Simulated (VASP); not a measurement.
# N on Ru(0001): which site?, part 2 of 3

Where does N sit on Ru(0001), and how strongly does it bind?

VASP 6.6.1, plane waves and PAW; the level of theory is named at each step.

So far. Step 5 (Vacuum level and density of states): The vacuum level lies 4.77 eV above the Fermi level at the upper face; both faces agree, as the slab has next to no dipole. Step 7 (Going on with the relaxation): The run ended after 5 ionic steps, 0.000 eV below its first step, once the forces on the free atoms met EDIFFG = -0.03.

## (8) Potential and states with the adsorbate, site ontop

A static run like the clean slab's shows how the vacuum level shifts, by charge transfer, by any dipole of the adsorbate and by the slab's own rearrangement.

Input file INCAR:

```
SYSTEM = Ru12N
PREC = Normal
ENCUT = 440
EDIFF = 1E-06
NELM = 120
ISMEAR = 1
SIGMA = 0.15
LREAL = Auto
ALGO = Fast
GGA = RP
NBANDS = 63
LASPH = .TRUE.
LORBIT = 11
LWAVE = .FALSE.
LCHARG = .FALSE.
KPAR = 4
IDIPOL = 3
LDIPOL = .TRUE.
DIPOL = 0.5 0.5 0.514
LVHAR = .TRUE.
LVACPOTAV = .TRUE.
NEDOS = 1500
```

Input file POSCAR:

```
Ru12N
1.0
    5.4587389580      0.0000000000      0.0000000000
    2.7293694790      4.7274066103      0.0000000000
    0.0000000000      0.0000000000     19.2935003939
Ru N
12 1
Selective dynamics
Direct
    0.0000000000      0.0000000000      0.3887319500  F F F
    0.5000000000      0.0000000000      0.3887319500  F F F
    0.0000000000      0.5000000000      0.3887319500  F F F
    0.5000000000      0.5000000000      0.3887319500  F F F
    0.8356313433      0.3287373036      0.4951603668  T T T
    0.3333333300      0.3333333300      0.4949324159  T T T
    0.8356313433      0.8356313433      0.4951603668  T T T
    0.3287373036      0.8356313433      0.4951603668  T T T
    0.0000000000      0.0000000000      0.6264194432  T T T
    0.4959605461      0.0080789077      0.6026792294  T T T
    0.0080789077      0.4959605461      0.6026792294  T T T
    0.4959605461      0.4959605461      0.6026792294  T T T
    0.0000000000      0.0000000000      0.7120306910  T T T
```

Input file KPOINTS:

```
Automatic mesh
0
Gamma
6 6 1
0 0 0
```

PAW data sets: Ru and N (PBE family, release 64).

Launch:

```console
> mpirun -np 4 vasp_std
```

It took 85 s on 4 MPI ranks of AMD EPYC 7R43, shared host; peak memory 1.3 GiB; 4.6 min of CPU time.

Numbers from this step:

- electronic steps: 29
- free energy (TOTEN): -102.8785 eV
- Fermi energy: 0.9594 eV
- dipole moment: 0, 0, 0.1078 e·Å
- vacuum levels: 6.5, 5.74 eV
- work functions of the upper and lower face: 5.541, 4.781 eV

Zero at the Fermi level. The planar average of the electrostatic potential by height:

height (Å), planar average of the electrostatic potential (eV) and a bar from the least value:
```
        0        5.4 ##############################
        1        4.8 #############################
        2        4.8 #############################
        3        4.8 #############################
        4        4.8 #############################
        5        4.7 #############################
        6        3.4 ###########################
        7      -13.5 ######
        8      -13.9 #####
        9      -12.8 ######
       10      -15.5 ###
       11       -7.8 #############
       12      -17.9 
       13        1.3 #########################
       14        2.5 ##########################
       15        5.4 ##############################
       16        5.5 ##############################
       17        5.5 ##############################
       18        5.5 ##############################
       19        5.5 ##############################
```

Density of states in the PAW spheres, an atom over height of the layer and energy from the Fermi level.

Ten even steps from '0' (0.00 states/eV) to '9' (2.72 states/eV), each cell a mean:
```
554620
434410
221210
523630
423520
634520
955841
755640
445430
334441
465531
354441
334284
455394
497482
386361
154110
000000
000000
000000
000000
000000
```
Columns: height of the layer (Å) from 7.5 to 13.7 (not evenly spaced); rows upwards: energy from the Fermi level (eV) from -7.9 to 0.5.

Force by atom:

```
atom  x (eV/Å)  y (eV/Å)  z (eV/Å)    size
 Ru1    0.0000    0.0000    0.0858  0.0858
 Ru2    0.0000   -0.0508   -0.0309  0.0594
 Ru3   -0.0440    0.0254   -0.0309  0.0594
 Ru4    0.0440    0.0254   -0.0309  0.0594
 Ru5    0.0000    0.0010    0.0046  0.0047
 Ru6    0.0000    0.0000    0.0012  0.0012
 Ru7   -0.0009   -0.0005    0.0046  0.0047
 Ru8    0.0009   -0.0005    0.0046  0.0047
 Ru9    0.0000    0.0000   -0.0368  0.0368
Ru10    0.0000    0.0027    0.0081  0.0086
Ru11    0.0023   -0.0013    0.0081  0.0086
Ru12   -0.0023   -0.0013    0.0081  0.0086
 N13    0.0000    0.0000    0.0043  0.0043
```

The map of layer states is cut here 0.5 eV above the Fermi level, so it leaves out the states above that.

At the end the adsorbate's closest contact with the slab is N-Ru at 1.65 Å, nearly straight above the slab's atom, and its lowest atom lies 1.65 Å above the highest atom of the slab.

The vacuum level lies 5.54 eV above the Fermi level at the upper face; the two faces differ by 0.76 eV, the step that the slab's dipole of 0.108 e·Å makes.

VASP counts the dipole in electrons times Å, so a positive number points the physical dipole along −c.

The program found no field-free point at its default tolerance, but its printed level agrees with the flat part of the planar average.

On this mesh the fine structure of the density of states is sampling noise, and high empty states may be cut by the number of bands.

## (9) Relaxing the adsorbate, site bridge

Input file INCAR:

```
SYSTEM = Ru12N
PREC = Normal
ENCUT = 440
EDIFF = 1E-05
NELM = 120
ISMEAR = 1
SIGMA = 0.15
LREAL = Auto
ALGO = Fast
GGA = RP
NBANDS = 63
LASPH = .TRUE.
LORBIT = 11
LWAVE = .FALSE.
LCHARG = .FALSE.
KPAR = 4
IBRION = 2
NSW = 50
ISIF = 2
EDIFFG = -0.03
POTIM = 0.4
MAXMIX = 40
IDIPOL = 3
LDIPOL = .TRUE.
DIPOL = 0.5 0.5 0.51
```

Input file POSCAR:

```
Ru12N
1.0
    5.4587389580      0.0000000000      0.0000000000
    2.7293694790      4.7274066103      0.0000000000
    0.0000000000      0.0000000000     19.2935003939
Ru N
12 1
Selective dynamics
Direct
    0.0000000000      0.0000000000      0.3887319500  F F F
    0.5000000000      0.0000000000      0.3887319500  F F F
    0.0000000000      0.5000000000      0.3887319500  F F F
    0.5000000000      0.5000000000      0.3887319500  F F F
    0.8333333300      0.3333333300      0.4962060100  T T T
    0.3333333300      0.3333333300      0.4962060100  T T T
    0.8333333300      0.8333333300      0.4962060100  T T T
    0.3333333300      0.8333333300      0.4962060100  T T T
    0.0000000000      0.0000000000      0.6035958400  T T T
    0.5000000000      0.0000000000      0.6035958400  T T T
    0.0000000000      0.5000000000      0.6035958400  T T T
    0.5000000000      0.5000000000      0.6035958400  T T T
    0.2500000000      0.0000000000      0.6761591300  T T T
```

KPOINTS is that of step 8.

Launch:

```console
> mpirun -np 4 vasp_std
```

Run time: 28 min. Hardware: 4 MPI ranks; peak memory 1.9 GiB.

The run keeps the 2 symmetry operations of its start, so it cannot find a distortion of lower symmetry.

The steps of the relaxation (22 of 44):

```csv
step,energy less that of the first step (eV),largest force (eV/Å)
1,0.0000,1.6682
3,-0.2051,1.0259
5,-0.3229,0.8104
7,-0.3970,0.8768
9,-0.6052,1.6170
11,-0.6283,1.7268
13,-0.6446,1.7897
15,-0.7288,1.7625
17,-0.7778,1.4370
19,-0.8909,0.8679
21,-0.9265,0.4576
24,-0.9734,0.3063
26,-0.9847,0.2182
28,-0.9937,0.2706
30,-1.0037,0.1450
32,-1.0063,0.1833
34,-1.0181,0.1425
36,-1.0193,0.2176
38,-1.0236,0.0971
40,-1.0251,0.1030
42,-1.0261,0.0472
44,-1.0264,0.0209
```

The atoms that moved most (Å):

| atom | dx | dy | dz | length |
| --- | --- | --- | --- | --- |
| N13 | 0.000 | -0.779 | -0.268 | 0.824 |
| Ru10 | 0.066 | 0.044 | 0.071 | 0.106 |
| Ru9 | -0.066 | 0.044 | 0.071 | 0.106 |
| Ru12 | 0.000 | -0.066 | 0.071 | 0.098 |
| Ru8 | 0.000 | 0.002 | -0.057 | 0.057 |
| Ru7 | 0.000 | 0.043 | 0.031 | 0.053 |
| Ru6 | 0.034 | -0.018 | 0.030 | 0.049 |
| Ru5 | -0.034 | -0.018 | 0.030 | 0.049 |

The relaxed structure:

```
Ru N
1.0
     5.45874    0.00000    0.00000
     2.72937    4.72741    0.00000
     0.00000    0.00000   19.29350
Ru N
12 1
Direct
  0.00000 0.00000 0.38873
  0.50000 0.00000 0.38873
  0.00000 0.50000 0.38873
  0.50000 0.50000 0.38873
  0.82889 0.32960 0.49776
  0.34151 0.32960 0.49776
  0.82878 0.84243 0.49779
  0.33310 0.83381 0.49324
  0.98334 0.00920 0.60730
  0.50746 0.00920 0.60730
  0.99961 0.50078 0.60258
  0.50702 0.48596 0.60730
  0.33240 0.83520 0.66226
```

The run ended after 44 ionic steps, 1.026 eV below its first step, once the forces on the free atoms met EDIFFG = -0.03.

## (10) Potential and states with the adsorbate, site bridge

Input file INCAR:

```
SYSTEM = Ru12N
PREC = Normal
ENCUT = 440
EDIFF = 1E-06
NELM = 120
ISMEAR = 1
SIGMA = 0.15
LREAL = Auto
ALGO = Fast
GGA = RP
NBANDS = 63
LASPH = .TRUE.
LORBIT = 11
LWAVE = .FALSE.
LCHARG = .FALSE.
KPAR = 4
IDIPOL = 3
LDIPOL = .TRUE.
DIPOL = 0.5 0.5 0.51
LVHAR = .TRUE.
LVACPOTAV = .TRUE.
NEDOS = 1500
```

Input file POSCAR:

```
Ru12N
1.0
    5.4587389580      0.0000000000      0.0000000000
    2.7293694790      4.7274066103      0.0000000000
    0.0000000000      0.0000000000     19.2935003939
Ru N
12 1
Selective dynamics
Direct
    0.0000000000      0.0000000000      0.3887319500  F F F
    0.5000000000      0.0000000000      0.3887319500  F F F
    0.0000000000      0.5000000000      0.3887319500  F F F
    0.5000000000      0.5000000000      0.3887319500  F F F
    0.8288859099      0.3296003579      0.4977557711  T T T
    0.3415137221      0.3296003579      0.4977557711  T T T
    0.8287845843      0.8424308214      0.4977915190  T T T
    0.3330974719      0.8338050462      0.4932440188  T T T
    0.9833360257      0.0092038086      0.6072962384  T T T
    0.5074601657      0.0092038086      0.6072962384  T T T
    0.9996115193      0.5007769614      0.6025800031  T T T
    0.5070183337      0.4859633326      0.6073003861  T T T
    0.3323998091      0.8352003818      0.6622620205  T T T
```

KPOINTS is that of step 9.

Launch:

```console
> mpirun -np 4 vasp_std
```

Wall time 2.1 min (4 MPI ranks); peak memory 1.5 GiB; 6.8 min of CPU time.

The adsorbate has slid 0.78 Å off the bridge site, so these numbers belong to another place.

The map of layer states is cut here 0.5 eV above the Fermi level, so it leaves out the states above that.

At the end the adsorbate's closest contact with the slab is N-Ru at 1.96 Å, 1.65 Å to the side of the slab's atom, and its lowest atom lies 1.06 Å above the highest atom of the slab.

The vacuum level lies 5.20 eV above the Fermi level at the upper face; the two faces differ by 0.47 eV, the step that the slab's dipole of 0.067 e·Å makes.

VASP counts the dipole in electrons times Å, so a positive number points the physical dipole along −c.

The program found no field-free point at its default tolerance, but its printed level agrees with the flat part of the planar average.

On this mesh the fine structure of the density of states is sampling noise, and high empty states may be cut by the number of bands.

## (11) Relaxing the adsorbate, site fcc

Input file INCAR:

```
SYSTEM = Ru12N
PREC = Normal
ENCUT = 440
EDIFF = 1E-05
NELM = 120
ISMEAR = 1
SIGMA = 0.15
LREAL = Auto
ALGO = Fast
GGA = RP
NBANDS = 63
LASPH = .TRUE.
LORBIT = 11
LWAVE = .FALSE.
LCHARG = .FALSE.
KPAR = 4
IBRION = 2
NSW = 50
ISIF = 2
EDIFFG = -0.03
POTIM = 0.4
MAXMIX = 40
IDIPOL = 3
LDIPOL = .TRUE.
DIPOL = 0.5 0.5 0.509
```

Input file POSCAR:

```
Ru12N
1.0
    5.4587389580      0.0000000000      0.0000000000
    2.7293694790      4.7274066103      0.0000000000
    0.0000000000      0.0000000000     19.2935003939
Ru N
12 1
Selective dynamics
Direct
    0.0000000000      0.0000000000      0.3887319500  F F F
    0.5000000000      0.0000000000      0.3887319500  F F F
    0.0000000000      0.5000000000      0.3887319500  F F F
    0.5000000000      0.5000000000      0.3887319500  F F F
    0.8333333300      0.3333333300      0.4962060100  T T T
    0.3333333300      0.3333333300      0.4962060100  T T T
    0.8333333300      0.8333333300      0.4962060100  T T T
    0.3333333300      0.8333333300      0.4962060100  T T T
    0.0000000000      0.0000000000      0.6035958400  T T T
    0.5000000000      0.0000000000      0.6035958400  T T T
    0.0000000000      0.5000000000      0.6035958400  T T T
    0.5000000000      0.5000000000      0.6035958400  T T T
    0.1666666700      0.1666666700      0.6632014000  T T T
```

KPOINTS is that of step 10.

Launch:

```console
> mpirun -np 4 vasp_std
```

Wall time 3.8 min (4 MPI ranks); peak memory 1.4 GiB; 12 min of CPU time.

The steps of the relaxation:

```
step  energy less that of the first step (eV)  largest force (eV/Å)
   1                                   0.0000                1.4261
   2                                  -0.1247                0.3214
   3                                  -0.1315                0.2596
   4                                  -0.1425                0.1771
   5                                  -0.1518                0.2273
   6                                  -0.1519                0.2385
   7                                  -0.1556                0.0445
   8                                  -0.1554                0.0795
   9                                  -0.1556                0.0562
  10                                  -0.1556                0.0657
  11                                  -0.1558                0.0284
```

The atoms that moved most (Å):

```
atom      dx      dy      dz  length
Ru10   0.032  -0.018   0.077   0.085
 Ru9  -0.032  -0.018   0.077   0.085
Ru11   0.000   0.037   0.077   0.085
 N13   0.000   0.000   0.053   0.053
 Ru7   0.000   0.000  -0.045   0.045
Ru12   0.000   0.000  -0.019   0.019
 Ru5   0.016  -0.009  -0.004   0.019
 Ru6  -0.016  -0.009  -0.004   0.019
```

The relaxed structure:

```xyz
13
Lattice="5.4587 0.0000 0.0000 2.7294 4.7274 0.0000 0.0000 0.0000 19.2935" Properties=species:S:1:pos:R:3
Ru    0.0000    0.0000    7.5000
Ru    2.7294    0.0000    7.5000
Ru    1.3647    2.3637    7.5000
Ru    4.0941    2.3637    7.5000
Ru    5.4747    1.5666    9.5700
Ru    2.7134    1.5666    9.5700
Ru    6.8234    3.9395    9.5285
Ru    4.0941    3.9579    9.5700
Ru   -0.0320   -0.0185   11.7225
Ru    2.7614   -0.0185   11.7225
Ru    1.3647    2.4007   11.7225
Ru    4.0941    2.3637   11.6264
N     1.3647    0.7879   12.8485
```

The run ended after 11 ionic steps, 0.156 eV below its first step, once the forces on the free atoms met EDIFFG = -0.03.

## (12) Potential and states with the adsorbate, site fcc

Input file INCAR:

```
SYSTEM = Ru12N
PREC = Normal
ENCUT = 440
EDIFF = 1E-06
NELM = 120
ISMEAR = 1
SIGMA = 0.15
LREAL = Auto
ALGO = Fast
GGA = RP
NBANDS = 63
LASPH = .TRUE.
LORBIT = 11
LWAVE = .FALSE.
LCHARG = .FALSE.
KPAR = 4
IDIPOL = 3
LDIPOL = .TRUE.
DIPOL = 0.5 0.5 0.51
LVHAR = .TRUE.
LVACPOTAV = .TRUE.
NEDOS = 1500
```

Input file POSCAR:

```
Ru12N
1.0
    5.4587389580      0.0000000000      0.0000000000
    2.7293694790      4.7274066103      0.0000000000
    0.0000000000      0.0000000000     19.2935003939
Ru N
12 1
Selective dynamics
Direct
    0.0000000000      0.0000000000      0.3887319500  F F F
    0.5000000000      0.0000000000      0.3887319500  F F F
    0.0000000000      0.5000000000      0.3887319500  F F F
    0.5000000000      0.5000000000      0.3887319500  F F F
    0.8372254542      0.3313872679      0.4960230967  T T T
    0.3313872679      0.3313872679      0.4960230967  T T T
    0.8333333300      0.8333333300      0.4938686097  T T T
    0.3313872679      0.8372254542      0.4960230967  T T T
    0.9960876517      0.9960876517      0.6075873367  T T T
    0.5078246966      0.9960876517      0.6075873367  T T T
    0.9960876517      0.5078246966      0.6075873367  T T T
    0.5000000000      0.5000000000      0.6026094833  T T T
    0.1666666700      0.1666666700      0.6659476932  T T T
```

KPOINTS is that of step 11.

Launch:

```console
> mpirun -np 4 vasp_std
```

The job ended after 71 s (4 MPI ranks; peak memory 1.2 GiB; 3.7 min of CPU time).

Zero at the Fermi level. The planar average of the electrostatic potential by height:

```csv
height (Å),planar average of the electrostatic potential (eV)
0.0,5.18
0.5,4.75
1.0,4.73
1.5,4.73
2.0,4.73
2.5,4.73
3.0,4.73
3.5,4.73
4.0,4.72
4.5,4.70
5.0,4.61
5.5,4.33
6.0,3.34
6.5,-0.482
7.0,-13.5
7.5,-21.2
8.0,-13.9
8.5,-3.03
9.0,-12.6
9.5,-21.6
10.0,-15.8
10.5,-3.04
11.0,-8.37
11.5,-20.1
12.0,-18.6
12.5,-6.91
13.0,0.178
13.5,3.95
14.0,4.98
14.5,5.19
15.0,5.24
15.5,5.25
16.0,5.25
16.5,5.25
17.0,5.25
17.5,5.25
18.0,5.25
18.5,5.25
19.0,5.25
```

The map of layer states is cut here 0.5 eV above the Fermi level, so it leaves out the states above that.

At the end the adsorbate's closest contact with the slab is N-Ru at 1.97 Å, 1.61 Å to the side of the slab's atom, and its lowest atom lies 1.13 Å above the highest atom of the slab.

The vacuum level lies 5.25 eV above the Fermi level at the upper face; the two faces differ by 0.52 eV, the step that the slab's dipole of 0.074 e·Å makes.

VASP counts the dipole in electrons times Å, so a positive number points the physical dipole along −c.

The program found no field-free point at its default tolerance, but its printed level agrees with the flat part of the planar average.

On this mesh the fine structure of the density of states is sampling noise, and high empty states may be cut by the number of bands.

[end of part 2 of 3]

[Lines on the potential files, build, host, timing and source positions are cut from VASP's logs without a mark.]

[Logs are printed without paths, hosts, clocks, repeated set-up lines and the standing remarks that a program may print on its own settings, such as how far it seeks lower states.]

[Hosts, paths, dates, database ids (printed as entryN), source tags and the programs' standing remarks are cut or masked in the printed files.]

[Runs that stopped without an error message from VASP are left out.]
